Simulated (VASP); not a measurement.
Input:

```
MoS2
1.0
    3.14133     0.00000     0.00000
   -1.57066     2.72047     0.00000
    0.00000     0.00000    12.57577
Mo S
2 4
Direct
  0.66667   0.33333   0.75000
  0.33333   0.66667   0.25000
  0.66667   0.33333   0.37900
  0.33333   0.66667   0.87900
  0.33333   0.66667   0.62100
  0.66667   0.33333   0.12100
```

Calculation: PBEsol GGA, VASP's PBE PAW potentials (set 64) (plane waves; VASP 6.6.1). Run with PREC = Normal, EDIFF = 1E-5, 400 eV cut-off, 11×11×3 Γ-centred mesh, Gaussian smearing of 0.050 eV, potentials Mo_sv S.

Without a dispersion term in the relaxation, distances and binding between the weakly bound layers, chains or molecules are unreliable, and so is what depends on them.

**Question.** The ions are relaxed. Predict the relaxed structure.

**Answer.** 
```
MoS2
1.0
    3.14133     0.00000     0.00000
   -1.57066     2.72047     0.00000
    0.00000     0.00000    12.57577
Mo S
2 4
Cartesian
  1.57067   0.90682   9.43182
  0.00000   1.81365   3.14394
  1.57067   0.90682   4.70310
  0.00000   1.81365  10.99098
  0.00000   1.81365   7.87267
  1.57067   0.90682   1.58479
```
Space group P6_3/mmc (194), at a tolerance of 0.03 Å.

**Question.** How much energy does the relaxation gain?

**Answer.** The energy (σ→0) changes by -24.4 meV/atom, in 3 ionic steps.

The compound is MoS2 in the 2H layered structure. This run relaxes the ions in a fixed cell. Symmetry was kept, so distortions that lower it aren't found.
